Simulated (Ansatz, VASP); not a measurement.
# Cross-check of Sb (antimonene bilayer, AA') between VASP and Ansatz

Wanted: the spread between two codes on one cell, functional and k mesh. The cell is taken from a series of runs on this material, whose earlier steps may have relaxed, scaled, displaced or heated it; both programs get it as it stands.

Program: Ansatz 0.2.0. Level of theory: plane waves, with VASP 6.6.1 beside it; single point at PBE with D3(BJ). Results are calculated unless marked as measured.

### 1. The structure

The cell holds 4 atoms: 4 Sb. Its edges and angles: a = 4.066 Å, b = 4.066 Å, c = 25.346 Å, α = 90.0°, β = 90.0°, γ = 120.0°. Vacuum lies along c.

### 2. Ansatz: single point, PBE with D3(BJ)

Ansatz runs on its default PAW (the set named soft_2) files.

With cell and atoms fixed, the geometry can't cause a difference; cores, projectors, grids and the points listed under the comparison can.

The input, input.yaml:

```yaml
crystal:
  lattice:
    - [4.0661113559, 0.0, 0.0]
    - [-2.033055678, 3.5213557288, 0.0]
    - [0.0, 0.0, 25.3457985193]
  atoms:
    - { symbol: Sb, position: [0.6666666667, 0.3333333333, 0.3550884378] }
    - { symbol: Sb, position: [0.3333333333, 0.6666666667, 0.4202802487] }
    - { symbol: Sb, position: [0.3333333333, 0.6666666667, 0.5797197513] }
    - { symbol: Sb, position: [0.6666666667, 0.3333333333, 0.6449115622] }
kpoints:
  mp_grid: { grid: [12, 12, 1] }
  band_path:
    path: [[0, 0, 0], [0.5, 0, 0], [0.33333333, 0.33333333, 0], [0, 0, 0]]
    npoints: 16
hamiltonian:
  xc: pbe
  dispersion: d3bj
scf:
  occupations: { method: fermi_dirac, width: 0.02585 }
  convergence: { dr2_threshold: 1.0e-10 }
efield:
  axis: 3
  dipole_correction: true
  ramp_position: 0.97
  ramp_width: 0.06
  amplitude: 0
output:
  dos: { projected: true, e_range: [-6, 5] }
  write_potential: true
  write_density: true
  volumetric_format: npy
  elf: true
```

The run is started by

```sh
$ ansatz run input.yaml --threads 4 --pin off --max-ram 8192MiB --backend cpu --events-out ev --progress --plain --runs-dir out
```

Numbers of over 12 decimals in the logs are rounded to 6 here.

Output:

```text
Engine: ansatz 0.2.0, x86_64-unknown-linux-gnu
Pseudopotentials: kind: paw
Pseudopotential: Sb, paw, valence charge 15, recommended cutoff 420 eV (normal), Sb.paw.azcp
Functional definition: PBE
  parameter kappa = 0.804
  parameter beta = 0.066725
  exchange = pbe_x(kappa = kappa, mu = beta*pi^2/3)
  correlation = pbe_c(beta = beta)
Crystal: 4 atoms, lattice volume = 362.907 Å³
Basis set: ecut = 420 eV, 7069 PW (Γ)
Bands: 36, of which v1, the nominal top of the filled ones, is band 30 counted from 1 (29 counted from 0)
Symmetry: 6 space group operations
k-points: 19 of 144 (time reversal used)
Non-local potential: Sb, projectors of the file, l = 0: 2, l = 1: 2, l = 2: 2, l = 3: 2
PAW form: soft (Blöchl's): semilocal exchange-correlation on the pseudo side does not see the compensation charge
PAW one-centre angular grid: Sb, 590 points (default); XC on 64 Gauss nodes
Initial density: superposition of atomic densities (neutral atoms: chi_scale 0, normalization atom), corrected by the library's trained network
Initial wavefunctions: pseudopotential atomic-orbital guess
Functional: x = pbe(κ = 0.804, μ = 0.219515), c = pbe(β = 0.066725)
SCF iter   1: F=—  HF=-25938.741437 eV  |F-HF|=—  |Δ(HF+E_count)|=         —  Δρ=8.67e-4  dr2=4.42e-3  ethr=1.77e-3  p=0.000 e·Å  D=4.14e-14 V/Å  ΔV_dip=-0.00 eV  dr2_dipole=1.93e-8  V_vac-E_F(+/−)=4.40/4.40 eV  ⟨swp⟩=9.8  Hψ=3372  notcnv=0
efield: sawtooth ramp at fractional position 0.9700 (set: `efield.ramp_position`, or a place that a band, a saddle search or an elastic batch's reference lends), width 0.0600; the density the first Hamiltonian is built on has a dipole p = 0.000 e·Å; the dipole correction subtracts the counter field D = 4.14e-14 V/Å, which shifts the + side's vacuum level by -0.00 eV against the − side's; the planar-averaged density in the ramp window peaks in size at 4.6e-6 e/Å³
preconditioner: auto → Resta (q_TF=auto, 2.021 Å⁻¹)  ε∞=2.4  [insulator: Δε(μ)=0.893 eV  Ē_g=7.317 eV  σ=0.026 eV  W_gap=1.00  n_scr=58 (ndim 8)  ℏωp=8.7 eV  f_vac=0.573  D(μ)=0.00/eV (n_scr^D=0)  ε∞_Penn≈2.4  vacuum switching on, ρ_ref=3.9e-3 e/Å³]
SCF iter   2: F=—  HF=-25938.742081 eV  |F-HF|=—  |Δ(HF+E_count)|=   6.44e-4  Δρ=5.67e-4  dr2=4.17e-3  ethr=7.37e-6  p=0.000 e·Å  D=2.97e-5 V/Å  ΔV_dip=-0.00 eV  dr2_dipole=7.70e-8  V_vac-E_F(+/−)=4.31/4.31 eV  ⟨swp⟩=2.7  Hψ=1543  notcnv=0  defer=24
SCF iter   3: F=—  HF=-25938.742392 eV  |F-HF|=—  |Δ(HF+E_count)|=   3.11e-4  Δρ=3.83e-4  dr2=1.47e-3  ethr=6.95e-6  p=-0.000 e·Å  D=-1.37e-5 V/Å  ΔV_dip=0.00 eV  dr2_dipole=3.34e-8  V_vac-E_F(+/−)=4.31/4.31 eV  ⟨swp⟩=2.0  Hψ=798  notcnv=0  defer=24
SCF iter   4: F=—  HF=-25938.742947 eV  |F-HF|=—  |Δ(HF+E_count)|=   5.54e-4  Δρ=2.67e-4  dr2=2.10e-4  ethr=2.44e-6  p=0.000 e·Å  D=2.24e-5 V/Å  ΔV_dip=-0.00 eV  dr2_dipole=8.05e-8  V_vac-E_F(+/−)=4.27/4.27 eV  ⟨swp⟩=3.0  Hψ=1230  notcnv=0  defer=24
SCF iter   5: F=—  HF=-25938.743068 eV  |F-HF|=—  |Δ(HF+E_count)|=   1.21e-4  Δρ=1.64e-4  dr2=8.13e-5  ethr=3.51e-7  p=-0.000 e·Å  D=-1.75e-5 V/Å  ΔV_dip=0.00 eV  dr2_dipole=2.80e-8  V_vac-E_F(+/−)=4.26/4.26 eV  ⟨swp⟩=2.0  Hψ=789  notcnv=0  defer=24
SCF iter   6: F=—  HF=-25938.743040 eV  |F-HF|=—  |Δ(HF+E_count)|=   2.72e-5  Δρ=2.38e-5  dr2=8.57e-6  ethr=1.36e-7  p=0.000 e·Å  D=1.58e-4 V/Å  ΔV_dip=-0.00 eV  dr2_dipole=3.10e-6  V_vac-E_F(+/−)=4.25/4.26 eV  ⟨swp⟩=2.0  Hψ=1230  notcnv=0  defer=24
SCF iter   7: F=—  HF=-25938.743044 eV  |F-HF|=—  |Δ(HF+E_count)|=   3.77e-6  Δρ=2.50e-5  dr2=1.07e-5  ethr=1.43e-8  p=-0.000 e·Å  D=-1.81e-4 V/Å  ΔV_dip=0.00 eV  dr2_dipole=4.06e-6  V_vac-E_F(+/−)=4.26/4.25 eV  ⟨swp⟩=2.0  Hψ=1230  notcnv=0  defer=24
SCF iter   8: F=—  HF=-25938.743044 eV  |F-HF|=—  |Δ(HF+E_count)|=   2.54e-7  Δρ=1.26e-5  dr2=1.86e-6  ethr=1.43e-8  p=-0.000 e·Å  D=-7.14e-5 V/Å  ΔV_dip=0.00 eV  dr2_dipole=6.25e-7  V_vac-E_F(+/−)=4.26/4.25 eV  ⟨swp⟩=2.0  Hψ=728  notcnv=0  defer=24
SCF iter   9: F=—  HF=-25938.743059 eV  |F-HF|=—  |Δ(HF+E_count)|=   1.48e-5  Δρ=4.91e-6  dr2=1.47e-7  ethr=3.10e-9  p=-0.000 e·Å  D=-1.61e-5 V/Å  ΔV_dip=0.00 eV  dr2_dipole=2.95e-8  V_vac-E_F(+/−)=4.26/4.26 eV  ⟨swp⟩=2.0  Hψ=740  notcnv=0  defer=24
SCF iter  10: F=—  HF=-25938.743059 eV  |F-HF|=—  |Δ(HF+E_count)|=   3.20e-8  Δρ=5.02e-7  dr2=1.27e-9  ethr=2.44e-10  p=-0.000 e·Å  D=-2.37e-6 V/Å  ΔV_dip=0.00 eV  dr2_dipole=3.93e-10  V_vac-E_F(+/−)=4.26/4.26 eV  ⟨swp⟩=2.0  Hψ=1230  notcnv=0  defer=24
SCF iter  11: F=-25938.743059 eV  HF=-25938.743059 eV  |F-HF|=7.28e-12  |Δ(HF+E_count)|=  1.20e-10  Δρ=8.40e-8  dr2=6.71e-11  ethr=1.00e-12  p=-0.000 e·Å  D=-4.02e-7 V/Å  ΔV_dip=0.00 eV  dr2_dipole=1.36e-11  V_vac-E_F(+/−)=4.26/4.26 eV  ⟨swp⟩=7.1  Hψ=2609  notcnv=0
SCF 1 converged in 11 iterations: F = -25938.743059 eV  dr2 = 6.71e-11
  greatest PAW one-centre occupation: 0.996 electrons in one spin orbital (limit 2), on the Sb atom at site 1 (counted from 0), in its partial waves of l = 2
NSCF: frozen V_eff on 49 k-points
efield: sawtooth ramp at fractional position 0.9700 (kept from the solve that this one continues, or follows in the run), width 0.0600; the density the first Hamiltonian is built on has a dipole p = -0.000 e·Å; the dipole correction subtracts the counter field D = -4.02e-7 V/Å, which shifts the + side's vacuum level by +0.00 eV against the − side's; the planar-averaged density in the ramp window peaks in size at 1.6e-8 e/Å³
WARN: The output density's exchange-correlation potential varies sharply where the density is thin. Do not read a vacuum level from v_tot or v_xc, or from such a field of the output density. On a cell that repeats whose density bears no net charge and no dipole along the vacuum's axis use v_es (v_loc + v_h of the components); under efield.dipole_correction with no amplitude use v_es + v_field, which holds any externa [...]
SCF converged after 11 iterations
Free energy (F): -25938.743059 eV
Harris-Foulkes:  -25938.743059 eV  (|F-HF|=7.28e-12)
Internal energy: -25938.743059 eV  (E = F + TS)
E sigma→0 (E₀):  -25938.743059 eV
Fermi energy:    0.476865 eV
Dipole field:    D = 0.000003 V/Å  (p = 0.000007 e·Å, saw-weighted, corrected)
Work function:   Φ+ = 4.2557 eV   Φ− = 4.2558 eV
Levels:          The Fermi level and band energies are counted from a zero that moves with the ramp; work functions are not
--- Per-component energies (eV) ---
  E_band       = -1232.142183
  E_kinetic    = 826.350146
  E_local      = -41411.288443  (includes V_loc(G=0)·N_el)
  E_nonlocal   = 1448.557578
  E_hartree    = 20131.958637
  E_xc         = -552.145826
  E_vxc        = -382.519759  (∫ρ·V_xc dr)
  E_paw        = -18301.021163  (= ΣΔE_a)
  E_vpaw       = -1977.158954  (= ΣTr[D̂ρ^β])
  E_aug_tail   = -0.000006  (compensation charges beyond the density's cutoff)
  E_efield     = 0.000000  (sawtooth field / dipole correction)
  E_vefield    = 0.000000  (∫n·V_field dr)
  E_ewald      = 11919.982371
  E_disp       = -1.136353  (pairwise vdW)
  E_smearing   = -0.000000  (= −TS)
  E_closure    = 0.000000  (closes the sum)
  Σ components = -25938.743059   (vs F -25938.743059, Δ=0.00e0)
--- Band table (eV; the first three rows and the last of 19) ---
  k-point 0: bands = [... 26 lower, -0.0019, -0.0019, 0.0495, 0.0495, 1.5682, 2.0057, 2.7467, 2.7467, ... 2 higher]
  k-point 1: bands = [... 26 lower, -0.7033, -0.1807, -0.1618, -0.1295, 2.0568, 2.3614, 2.6431, 2.8948, ... 2 higher]
  k-point 2: bands = [... 26 lower, -1.1453, -0.5755, -0.5244, -0.1465, 1.6495, 1.9200, 3.1994, 3.2178, ... 2 higher]
  k-point 18: bands = [... 26 lower, -2.3435, -2.0131, -1.8765, -1.5970, 1.0898, 1.5393, 3.0623, 3.0769, ... 2 higher]
```

In the SCF lines HF is the Harris–Foulkes energy and dr2 the Hartree energy of the density residual, in eV; the loop may stop once dr2 is under the threshold and the program's other checks hold. Hψ counts applications of the Hamiltonian.

### 3. VASP: single point, PBE with D3(BJ)

The same cell, functional, mesh and smearing now go to VASP, with its own data sets.

Lines of VASP's logs that name or quote its potential files are left out, and so is its time.

The input, INCAR:

```
SYSTEM = Sb
PREC = Accurate
ENCUT = 400
EDIFF = 1E-06
NELM = 120
ISMEAR = -1
SIGMA = 0.02585
LREAL = .FALSE.
ALGO = Normal
GGA = PE
IVDW = 12
NBANDS = 16
LORBIT = 11
LWAVE = .FALSE.
LCHARG = .FALSE.
ISIF = 2
LDIPOL = .TRUE.
IDIPOL = 3
DIPOL = 0.5 0.5 0.5
LVHAR = .TRUE.
LASPH = .TRUE.
GGA_COMPAT = .FALSE.
EFERMI = MIDGAP
NELMDL = -8
```

The input, POSCAR:

```
Sb
1.0
    4.0661113559      0.0000000000      0.0000000000
   -2.0330556780      3.5213557288      0.0000000000
    0.0000000000      0.0000000000     25.3457985193
Sb
4
Direct
    0.6666666667      0.3333333333      0.3550884378
    0.3333333333      0.6666666667      0.4202802487
    0.3333333333      0.6666666667      0.5797197513
    0.6666666667      0.3333333333      0.6449115622
```

The input, KPOINTS:

```
Automatic mesh
0
Gamma
12 12 1
0 0 0
```

Potentials, in the order of the species: Sb (PBE family, release 64).

The run is started by

```sh
$ mpirun -np 1 vasp_std
```

Output:

```text
[banner, memory and clock lines left out]
running    1 mpi-ranks, on    1 nodes
 distrk:  each k-point on    1 cores,    1 groups
 distr:  one band on    1 cores,    1 groups

 POSCAR found type information on POSCAR Sb
 POSCAR found :  1 types and       4 ions
 LDA part: xc-table for (Slater+PW92), standard interpolation
 POSCAR, INCAR and KPOINTS ok, starting setup
 FFT: planning ... GRIDC
 FFT: planning ... GRID_SOFT
 FFT: planning ... GRID
 WAVECAR not read
 entering main loop
       N       E                     dE             d eps       ncg     rms          rms(c)
DAV:   1     0.983550183154E+02    0.98355E+02   -0.49609E+03   608   0.687E+02
DAV:   2    -0.726232298973E+01   -0.10562E+03   -0.10209E+03   864   0.131E+02
DAV:   3    -0.160606358746E+02   -0.87983E+01   -0.87517E+01   864   0.441E+01
DAV:   4    -0.162572635852E+02   -0.19663E+00   -0.19635E+00   792   0.809E+00
DAV:   5    -0.162634204198E+02   -0.61568E-02   -0.61567E-02   920   0.152E+00
DAV:   6    -0.162635507779E+02   -0.13036E-03   -0.13036E-03   864   0.177E-01
DAV:   7    -0.162635569653E+02   -0.61874E-05   -0.61875E-05   968   0.333E-02
DAV:   8    -0.162635570518E+02   -0.86561E-07   -0.86489E-07   696   0.353E-03    0.426E+00
DAV:   9    -0.162076586607E+02    0.55898E-01   -0.30506E-02   704   0.833E-01    0.264E+00
DAV:  10    -0.161734983074E+02    0.34160E-01   -0.78802E-02   760   0.136E+00    0.141E-01
DAV:  11    -0.161746205302E+02   -0.11222E-02   -0.42181E-03   704   0.340E-01    0.519E-02
DAV:  12    -0.161747056090E+02   -0.85079E-04   -0.43220E-04   832   0.115E-01    0.231E-02
DAV:  13    -0.161747334054E+02   -0.27796E-04   -0.11673E-04   712   0.491E-02    0.120E-02
DAV:  14    -0.161747711130E+02   -0.37708E-04   -0.41765E-05   728   0.270E-02    0.665E-03
DAV:  15    -0.161748783239E+02   -0.10721E-03   -0.26930E-05   664   0.198E-02    0.265E-03
DAV:  16    -0.161749085418E+02   -0.30218E-04   -0.42057E-06   720   0.698E-03    0.175E-03
DAV:  17    -0.161749311800E+02   -0.22638E-04   -0.38097E-06   696   0.712E-03    0.138E-03
DAV:  18    -0.161749404759E+02   -0.92959E-05   -0.58990E-07   680   0.267E-03    0.575E-04
DAV:  19    -0.161749480681E+02   -0.75922E-05   -0.42730E-07   576   0.184E-03    0.271E-04
DAV:  20    -0.161749503047E+02   -0.22366E-05   -0.24543E-07   608   0.113E-03    0.225E-04
DAV:  21    -0.161749559657E+02   -0.56610E-05   -0.21354E-07   504   0.110E-03    0.987E-05
DAV:  22    -0.161749573280E+02   -0.13623E-05   -0.53891E-08   512   0.529E-04    0.604E-05
DAV:  23    -0.161749581672E+02   -0.83918E-06   -0.39769E-08   504   0.393E-04
   1 F= -.17311136E+02 E0= -.17311136E+02  d E =-.168505E-08
```

Parts of OUTCAR (step 3):

```text
ion  position               nearest neighbor table
   1  0.667  0.333  0.355-   2 2.87   2 2.87   2 2.87
   2  0.333  0.667  0.420-   1 2.87   1 2.87   1 2.87
   3  0.333  0.667  0.580-   4 2.87   4 2.87   4 2.87
   4  0.667  0.333  0.645-   3 2.87   3 2.87   3 2.87

  LATTYP: Found a hexagonal cell.
 ALAT       =     4.0661113559
 C/A-ratio  =     6.2334245919

 Subroutine GETGRP returns: Found 12 space group operations
 (whereof 12 operations were pure point group operations)

The static configuration has the point symmetry D_3h.

 Found     19 irreducible k-points:

   k-points           NKPTS =     19   k-points in BZ     NKDIM =     19   number of bands    NBANDS=     16

   dimension x,y,z NGX =    28 NGY =   28 NGZ =  168
   dimension x,y,z NGXF=    56 NGYF=   56 NGZF=  336

   ENCUT  =  400.0 eV  29.40 Ry    5.42 a.u.   6.63  6.63 41.33*2*pi/ulx,y,z

   NELECT =      20.0000    total number of electrons

 k-points in reciprocal lattice and weights: Automatic mesh
   0.00000000  0.00000000  0.00000000       0.007
   0.08333333  0.00000000  0.00000000       0.042
   0.16666667  0.00000000  0.00000000       0.042
   0.25000000 -0.00000000  0.00000000       0.042
   0.33333333 -0.00000000  0.00000000       0.042
   0.41666667  0.00000000  0.00000000       0.042
   0.50000000 -0.00000000  0.00000000       0.021
   0.08333333  0.08333333  0.00000000       0.042
   0.16666667  0.08333333  0.00000000       0.083
[...]
0.33333333  0.25000000  0.00000000       0.083
   0.33333333  0.33333333  0.00000000       0.014

 dipolmoment           0.000000      0.000000     -0.000000 electrons x Angstroem

 average (electrostatic) potential at core
       1 -93.2866       2 -93.2910       3 -93.2910       4 -93.2866

 E-fermi :  -0.4818

 k-point     1 :       0.0000    0.0000    0.0000
  band No.  band energies     occupation
    ...
      6      -1.1623      2.00000
      7      -0.9650      2.00000
      8      -0.9650      2.00000
      9      -0.9144      2.00000
     10      -0.9144      2.00000
     11       0.5805      0.00000
     12       1.0109      0.00000
     13       1.7971      0.00000
     14       1.7971      0.00000
     15       1.9056      0.00000
    ...

 k-point     2 :       0.0833    0.0000    0.0000
  band No.  band energies     occupation
    ...
      6      -1.7176      2.00000
      7      -1.6710      2.00000
      8      -1.1443      2.00000
      9      -1.0938      2.00000
     10      -1.0841      2.00000
     11       1.0835      0.00000
     12       1.3881      0.00000
     13       1.6908      0.00000
     14       1.9297      0.00000
     15       1.9591      0.00000
    ...

 k-point     3 :       0.1667    0.0000    0.0000
  band No.  band energies     occupation
    ...
      6      -2.7545      2.00000
      7      -2.0679      2.00000
      8      -1.5400      2.00000
      9      -1.4897      2.00000
     10      -1.0636      2.00000
     11       0.6950      0.00000
     12       0.9608      0.00000
     13       2.2578      0.00000
     14       2.2599      0.00000
     15       2.4188      0.00000
    ...

 Edisp (eV)   -1.13618

  Total       0.06607     0.06607     0.27162    -0.00000     0.00000    -0.00000
  in kB       0.29170     0.29170     1.19915    -0.00000     0.00000    -0.00000
  external pressure =        0.59 kB  Pullay stress =        0.00 kB

  energy-cutoff  :      400.00
  volume of cell :      362.91
      direct lattice vectors                 reciprocal lattice vectors
     4.066111356  0.000000000  0.000000000     0.245935222  0.141990767  0.000000000
    -2.033055678  3.521355729  0.000000000     0.000000000  0.283981534  0.000000000
     0.000000000  0.000000000 25.345798519     0.000000000  0.000000000  0.039454271

 POSITION                                       TOTAL-FORCE (eV/Angst)
 -----------------------------------------------------------------------------------
      2.03306      1.17379      9.00000         0.000000      0.000000     -0.087370
     -0.00000      2.34757     10.65234        -0.000000      0.000000      0.087292
     -0.00000      2.34757     14.69346         0.000000     -0.000000     -0.087292
      2.03306      1.17379     16.34580        -0.000000      0.000000      0.087370
 -----------------------------------------------------------------------------------
    total drift:                               -0.000000      0.000000     -0.000000

  FREE ENERGIE OF THE ION-ELECTRON SYSTEM (eV)
  ---------------------------------------------------
  free  energy   TOTEN  =       -17.3111356631 eV

  energy  without entropy=      -17.3111356615  energy(sigma->0) =      -17.31113566

 vacuum level on the upper side and lower side of the slab         3.807         3.807

 total charge
# of ion       s       p       d       tot
------------------------------------------
    1        1.211   1.170   0.028   2.409
    2        1.215   1.169   0.028   2.412
    3        1.215   1.169   0.028   2.412
    4        1.211   1.170   0.028   2.409
--------------------------------------------------
tot          4.852   4.678   0.111   9.642

[... 3 further parts left out ...]
```

### 4. Differences

Known differences besides the potentials themselves: the data sets hold 60 valence electrons in Ansatz (on its default PAW (the set named soft_2) files) and 20 in VASP; the cutoff is 420 eV in Ansatz and 400 eV in VASP. Total energies have different zeros and are not compared.

Compared:

| quantity | Ansatz | VASP | difference |
| --- | --- | --- | --- |
| gap on the k mesh (eV) | 0.880 | 0.890 | -0.010 |

A gap on the mesh is an upper bound, since the band edges may lie between its points. With vacuum in the cell, a pressure given here is an average over mostly empty space and none of the material.

### 5. Summary of results

* difference in gap on the k mesh (single point, PBE with D3(BJ)): -0.0099 eV

In words: The difference in gap on the k mesh is -0.0099 eV (single point, PBE with D3(BJ)), within the 0.08 eV picked in this series as the mark of a large difference. The data sets hold unlike numbers of valence electrons (60 in Ansatz and 20 in VASP), so part of the differences comes from the potentials. Such differences can come from data sets, numerical settings and the points named under the comparisons, not from the functional's error against experiment.

[Lines on the potential files, build, host, timing and source positions are cut from VASP's logs without a mark.]

[Logs are printed without paths, hosts, clocks, repeated set-up lines and the standing remarks that a program may print on its own settings, such as how far it seeks lower states.]

[Hosts, paths, dates, database ids (printed as entryN), source tags and the programs' standing remarks are cut or masked in the printed files.]
